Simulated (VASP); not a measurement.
```yaml
crystal:
  lattice:
    - [1.77914, -3.18525, 0.00000]
    - [1.77914, 3.18525, 0.00000]
    - [0.00000, 0.00000, 5.65240]
  atoms:
    - { symbol: Gd, position: [0.33333, 0.66667, 0.25000] }
    - { symbol: Gd, position: [0.67868, 0.34535, 0.75000] }
```

Computed with PBE GGA, VASP's PBE PAW potentials (set 64) (plane waves; VASP 6.6.1). Settings: 400 eV cut-off, 17×17×9 Γ-centred mesh, first-order Methfessel-Paxton smearing of 0.10 eV, potentials Gd_3.

The 4f electrons are frozen in the core of the lanthanide potential, so 4f levels, which can set the real gap, and their magnetism are missing.

Task: Give the force on each atom (eV/Å).

Result: 
```csv
atom,Fx,Fy,Fz
Gd1,0.043,-0.045,0.000
Gd2,-0.043,0.045,0.000
```

Task: Give the stress tensor in GPa (positive for a compressed cell).

Result: 
```
 1.80  -0.13   0.00
-0.13  -0.08   0.00
 0.00   0.00   1.41
```
The pressure is its mean diagonal, 1.04 GPa.

The compound is Gd in the hcp structure. The cell was not relaxed at this level, atoms are displaced from their ideal sites. The run is one of a series of settings (KPOINTS 17×17×9 Γ-centred mesh against the base run), some of them coarse on purpose.
